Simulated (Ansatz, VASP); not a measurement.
**Two plane-wave programs on BaSc4**

File INCAR:

```
ALGO = Normal ; EDIFF = 1E-7
EDIFFG = -0.04 ; ENCUT = 600
GGA = PE ; IBRION = 2
ISIF = 3 ; ISMEAR = 0
LASPH = True ; LCHARG = False
LREAL = False ; LWAVE = False
NELM = 100 ; NSW = 90
PREC = Accurate ; SIGMA = 0.1
```

Contents of KPOINTS:

```
k-points
0
Gamma
  4 4 4
```

File POSCAR:

```
BaSc4
1.0
    4.8624251600      0.0000000000      0.0000000000
    0.0000000000      4.8624251600      0.0000000000
    0.0000000000      0.0000000000      4.8624251600
Ba Sc
1 4
Direct
    0.0000000000      0.0000000000      0.0000000000
    0.0000000000      0.5000000000      0.5000000000
    0.5000000000      0.0000000000      0.5000000000
    0.5000000000      0.5000000000      0.0000000000
    0.5000000000      0.5000000000      0.5000000000
```

Input for Ansatz:

```yaml
crystal:
  lattice:
    - [4.86242516, 0.0, 0.0]
    - [0.0, 4.86242516, 0.0]
    - [0.0, 0.0, 4.86242516]
  atoms:
    - { symbol: Ba, position: [0.0, 0.0, 0.0] }
    - { symbol: Sc, position: [0.0, 0.5, 0.5] }
    - { symbol: Sc, position: [0.5, 0.0, 0.5] }
    - { symbol: Sc, position: [0.5, 0.5, 0.0] }
    - { symbol: Sc, position: [0.5, 0.5, 0.5] }
basis:
  ecutwfc: 420
kpoints:
  mp_grid: { grid: [4, 4, 4] }
hamiltonian:
  xc: pbe
scf:
  occupations: { method: gaussian, width: 0.1 }
  lower_state_search: "off"
output:
  forces: true
  stress: true
  eigenvalues: true
relax:
  adjacent_minimum: "off"
  f_tol: 0.04
  max_steps: 70
  cell: { stress_tol: 0.4 }
```

Alike in both runs: task relaxation of cell and atoms; functional PBE; k mesh 4 × 4 × 4; occupations gaussian, width 0.1 eV; no spin polarisation.

```csv
,VASP,Ansatz
version,VASP 6.6.1,Ansatz 0.2.0
potentials or method,"VASP PAW PBE potentials, release 64 (Ba_sv, Sc_sv)","scalar-relativistic, plane waves, PAW"
plane-wave cutoff (eV),600,420
valence electrons in the cell,54,54
```

|  | VASP | Ansatz | Ansatz less VASP |
| --- | --- | --- | --- |
| gap on the k mesh at the Fermi level, each at its own relaxed structure (eV) | none | none | - |
| relaxed volume (Å³/atom) | 33.36 | 32.86 | -0.498 |
| relaxed cell length with the largest relative difference (Å) | 5.505 | 5.477 | -0.0275 |
| energy change over the relaxation (meV/atom) | -449 | -436 | +13.4 |

A gap of «none» marks a metal or a gap that the smearing closes.

Caveats: the volume moved by over 15 % at a fixed basis, so the end points are rough (VASP). The runs have no spin-orbit coupling, so splittings on Ba are missing.
